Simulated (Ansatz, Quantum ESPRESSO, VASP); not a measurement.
## AlFeF₅ (Immm, 7 atoms in the cell) computed with different codes at matched settings

Self-consistent single point.

```
AlFeF5
1.0
   -1.77737     3.08604     3.72423
    1.77737    -3.08604     3.72423
    1.77737     3.08604    -3.72423
Al Fe F
1 1 5
Direct
  0.50000   0.50000   0.00000
  0.00000   0.00000   0.00000
  0.79410   0.50000   0.29410
  0.20590   0.50000   0.70590
  0.25957   0.25957   0.00000
  0.74043   0.74043   0.00000
  0.50000   0.00000   0.50000
```
Moments meant for the start (each program seeds them in its own way; μB, in the order of the atoms Al Fe F F F F F): 0.0 4.0 0.0 0.0 0.0 0.0 0.0.

Shared settings, as Ansatz (a quantum-chemistry and plane-wave program) writes them: kpoints.mp_grid.grid = 4 4 4; scf.occupations.method = fermi_dirac; scf.occupations.width = 0.05 eV. Potentials and cutoffs stand in the table.

```
code                                                            model  pressure (GPa)  largest force (eV/Å)  size of the net moment (μB/atom)  cutoff
----------------  ---------------------------------------------------  --------------  --------------------  --------------------------------  ------
Ansatz                            LDA (PW92), PAW files made with PBE           -5.12                 0.221                              0.57  420 eV
Quantum ESPRESSO  LDA (PZ), GBRV 1.5 ultrasoft (LDA) pseudopotentials           -3.96                 0.306                              0.57   50 Ry
VASP                     LDA (PZ), VASP's LDA PAW potentials (set 64)          -15.15                 0.268                              0.57  400 eV
```

Size of the force on each atom (eV/Å): Sizes of forces hide their directions.

```tsv
code	Al1	Fe2	F3	F4	F5	F6	F7
Ansatz	0.000	0.000	0.101	0.101	0.221	0.221	0.000
Quantum ESPRESSO	0.000	0.000	0.192	0.192	0.306	0.306	0.000
VASP	0.000	0.000	0.176	0.176	0.268	0.268	0.000
```

On Ansatz's run: with one magnetic atom in the cell only a parallel order is possible.

The spread over the programs that give each value: pressure within 11.19 GPa; largest force within 0.085 eV/Å; size of the net moment within 0.00 μB/atom.

Ansatz's pressure is given at a fixed set of plane waves, as the other plane-wave codes print theirs; with its correction for the finite basis it is -4.49 GPa (the shift of 0.63 GPa shows how far the cutoff is from converged). The same LDA comes in different parametrisations, which differ slightly.

The shared mesh is coarse (it stands for a supercell whose shortest vector is 14 Å), so the values are not converged in it.

VASP's run is marked for a possible Pulay error in its stress at this cutoff; no cutoff test was made.

The starting cell comes from a database of computed structures (which also holds hypothetical and non-ambient phases and stackings), without a prior relaxation at this level.

Left out of this page: GPAW (failed or unconverged).

Keys are those of Ansatz 0.2.
